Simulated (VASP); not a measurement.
These are rev-vdW-DF2, VASP's PBE PAW potentials (set 64) (plane waves; VASP) values and carry that method's errors.

Input for VASP

KPOINTS:
```
kpoints
0
G
 12 12 7
```

### INCAR
```
EDIFF = 1E-7   ! SCF stop (eV)
GGA = MK
LREAL = .False.
LUSE_VDW = .True.
ISIF = 4   ! ions and shape, fixed volume
IBRION = 2   ! conjugate gradients
AGGAC = 0.0
PREC = Accurate
ZAB_VDW = -1.8867
NSW = 30   ! most ionic steps
SYSTEM = Er
ISMEAR = 1   ! Methfessel-Paxton
ALGO = Normal   ! blocked Davidson
LCHARG = .False.
LWAVE = .False.
EDIFFG = -0.01
LMAXMIX = 6
ENCUT = 520
LASPH = .True.
SIGMA = 0.1   ! width (eV)
NELM = 100
PARAM2 = 0.7114
PARAM1 = 0.1234568
```

### POSCAR
```
Er
1
    1.7713872663    -3.0681323142     0.0000000000
    1.7713872663     3.0681323142     0.0000000000
    0.0000000000     0.0000000000     5.4510566723
Er
2
Direct
  0.3333330000   0.6666670000   0.2500000000
  0.6666670000   0.3333330000   0.7500000000
```

POTCAR, in this order: Er_3 (PBE.64 set). Program: vasp_std.

Question: What will the output report for the number of irreducible k-points (NKPTS), largest plane-wave count, number of space-group operations, FFT grid (NGX, NGY, NGZ)?

Answer: 
```
Property                                       Value
--------------------------------------  ------------
number of irreducible k-points (NKPTS)            76
largest plane-wave count                        1623
number of space-group operations                  24
FFT grid (NGX, NGY, NGZ)                28 × 28 × 42
```

The compound is Er in the hcp structure. This run relaxes it. Symmetry was kept, so distortions that lower it aren't found. The 4f electrons are frozen in the core of the lanthanide potential, so 4f levels, which can set the real gap, and their magnetism are missing.
